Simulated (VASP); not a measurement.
The system is Ga3BiO4.

```
Ga Bi O
1.0
     5.39508    0.00000    0.00000
    -2.69754    4.67228    0.00000
     0.00000    0.00000    5.65069
Ga Bi O
3 1 4
Direct
  0.50000 0.00000 0.00000
  0.00000 0.50000 0.00000
  0.50000 0.50000 0.00000
  0.00000 0.00000 0.00000
  0.50000 0.00000 0.50000
  0.00000 0.50000 0.50000
  0.50000 0.50000 0.50000
  0.00000 0.00000 0.50000
```

The cell was built by a generator and needn't be a form met in nature.

| Item | Value |
| --- | --- |
| Program | VASP 6.6.1 |
| Task | relaxation of cell and atoms |
| Functional | PBE |
| Potentials or basis | VASP PAW PBE potentials, release 64 (Ga_d, Bi_d, O) |
| Cutoff | 520 eV |
| k mesh | 3 × 3 × 3 |
| Occupations | gaussian, width 0.15 eV |
| Spin | no spin polarisation |

At the start: pressure -1.8 GPa; volume 17.80 Å³/atom.

Task: How do energy, volume and symmetry change on relaxing?

Result: Over 9 steps the energy falls by 1455.0 meV/atom and the volume is 17.30 Å³/atom (-2.8 %); space group P6/mmm (No. 191, to 0.05 Å).

The path:
| step | energy change (eV) | largest force (eV/Å) | pressure (GPa) | volume (Å³) |
| --- | --- | --- | --- | --- |
| 1 | 0.0000 | 0.0000 | -1.82 | 142.44 |
| 2 | -5.8330 | 0.0000 | -10.27 | 136.04 |
| 3 | -11.2703 | 0.0000 | 8.82 | 122.23 |
| 4 | -11.2191 | 0.0000 | 2.90 | 124.26 |
| 5 | -11.3098 | 0.0000 | 6.53 | 122.91 |
| 6 | -11.6289 | 0.0000 | -0.16 | 136.78 |
| 7 | -11.6310 | 0.0000 | -0.74 | 138.22 |
| 8 | -11.5823 | 0.0000 | 1.90 | 138.75 |
| 9 | -11.6404 | 0.0000 | -0.08 | 138.38 |

Final structure:
```
Ga Bi O
1.0
     6.44461    0.00000    0.00000
    -3.22231    5.58120    0.00000
     0.00000    0.00000    3.84730
Ga Bi O
3 1 4
Direct
  0.50000 0.00000 0.00000
  0.00000 0.50000 0.00000
  0.50000 0.50000 0.00000
  0.00000 0.00000 0.00000
  0.50000 0.00000 0.50000
  0.00000 0.50000 0.50000
  0.50000 0.50000 0.50000
  0.00000 0.00000 0.50000
```

Caveat: the k mesh is coarse (spacing up to 0.45 Å⁻¹), so the values aren't converged.
